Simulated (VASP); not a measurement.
An input for Ansatz (written as the equivalent of a VASP run, and not itself run):

Ansatz 0.2 input:
```yaml
crystal:
  lattice:
    - [3.0139839, 0.0000000, 0.0000000]
    - [0.0000000, 3.0139839, 0.0000000]
    - [0.0000000, 0.0000000, 3.0139839]
  atoms:
    - { symbol: Sn, position: [0.0000000, 0.0000000, 0.0000000] }
    - { symbol: C, position: [0.5000000, 0.5000000, 0.5000000] }
kpoints:
  mp_grid: { grid: [12, 12, 12] }
hamiltonian:
  xc: pbesol
  pseudopotentials: { kind: paw }
scf:
  occupations: { method: methfessel_paxton, width: 0.1 }
  max_iter: 100
relax:
  max_steps: 40
  f_tol: 0.02
  cell: { p_target: 5 }
output: { forces: true, stress: true, eigenvalues: true }
```

Task: Write the VASP files for the same calculation (PBEsol).

Result: Several could match; the one computed here: 
INCAR:
```
LREAL=.FALSE.
ISMEAR=1
ENCUT=620   # plane-wave cut-off (eV)
LMAXMIX=4
NSW=40
IBRION=2   # conjugate gradients
LWAVE=.FALSE.
LCHARG=.FALSE.
GGA=PS
PREC=Accurate
EDIFF=1E-6   # SCF stop (eV)
PSTRESS=50   # kbar
ISIF=3   # ions, shape and volume
SIGMA=0.1   # width (eV)
ALGO=Normal   # blocked Davidson
SYSTEM=SnC
EDIFFG=-0.02   # ionic stop
NELM=100   # most electronic steps
LASPH=.TRUE.   # aspherical one-centre terms
```

POSCAR:
```
SnC
1
    3.0139838572     0.0000000000     0.0000000000
    0.0000000000     3.0139838572     0.0000000000
   -0.0000000000    -0.0000000000     3.0139838572
Sn C
1 1
Direct
  0.0000000000   0.0000000000   0.0000000000
  0.5000000000   0.5000000000   0.5000000000
```

**KPOINTS**
```
kpoints
0
Gamma
 12 12 12
0 0 0
```

POTCAR, in this order: Sn_d C (PBE.64 set). Program: vasp_std.

The two are equivalent in intent, not identical: each code has its own PAW files, so the cut-off isn't converted (ENCUT is set for VASP's; basis.ecutwfc is left out, and Ansatz then takes the one that its files recommend); Ansatz stops its SCF on the density residual and VASP on the energy change (EDIFF).

The structure was generated: SnC was put into the CsCl type type (Pm-3m), which need not be its known phase. It was relaxed first under an external pressure of 5 GPa.
